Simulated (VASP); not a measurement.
Consider the following.

```
SnTe
1.0
    0.00000     3.18461     3.18461
    3.18461     0.00000     3.18461
    3.18461     3.18461     0.00000
Sn Te
1 1
Direct
  0.00000   0.00000   0.00000
  0.50000   0.50000   0.50000
```

Calculation: r2SCAN meta-GGA, VASP's PBE PAW potentials (set 64) (plane waves; VASP). Settings: 520 eV cut-off, 7×7×7 Γ-centred mesh, Gaussian smearing of 0.050 eV, potentials Sn_d Te.

**Question.** What does the run give for the energy per atom (σ→0)?

**Answer.** 
| Quantity | Result |
|---|---|
| energy per atom (σ→0) | -25.345 eV/atom |

Total energies compare only between runs with the same potentials, cut-off and functional.

The compound is SnTe in the rock salt structure, which distorts at low temperature. It was relaxed first.
